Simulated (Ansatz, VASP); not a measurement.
## Two plane-wave programs on HfAl3O4

```xyz
8
Lattice="-3.1111 3.1111 3.1111 3.1111 -3.1111 3.1111 3.1111 3.1111 -3.1111" Properties=species:S:1:pos:R:3 pbc="T T T"
Hf    0.0000    0.0000    0.0000
Al    3.1111    0.0000    0.0000
Al    0.0000    3.1111    0.0000
Al    0.0000    0.0000    3.1111
O     1.5555    1.5555    1.5555
O     1.5555    1.5555   -1.5555
O     1.5555   -1.5555    1.5555
O    -1.5555    1.5555    1.5555
```

Alike in both runs: task relaxation of cell and atoms; functional PBE; k mesh 4 × 4 × 4; occupations gaussian, width 0.1 eV; no spin polarisation.

|  | VASP | Ansatz |
| --- | --- | --- |
| version | VASP 6.6.1 | Ansatz 0.2.0 |
| potentials or method | VASP PAW PBE potentials, release 64 (Hf_pv, Al, O) | scalar-relativistic, plane waves, PAW |
| plane-wave cutoff (eV) | 600 | 420 |
| valence electrons in the cell | 43 | 59 |

|  | VASP | Ansatz | Ansatz less VASP |
| --- | --- | --- | --- |
| gap on the k mesh at the Fermi level, each at its own relaxed structure (eV) | none | none | - |
| relaxed volume (Å³/atom) | 10.88 | 10.96 | +0.075 |
| relaxed cell length with the largest relative difference (Å) | 4.836 | 4.847 | +0.0110 |
| energy change over the relaxation (meV/atom) | -412 | -394 | +18.1 |

A gap of «none» marks a metal or a gap that the smearing closes. The two sets of potentials don't hold the same shells in valence.

Caveats: the volume moved by over 15 % at a fixed basis, so the end points are rough (VASP); an odd number of electrons without spin polarisation forces a metal; a magnetic or distorted state may lie lower. The runs have no spin-orbit coupling, so splittings on Hf are missing.
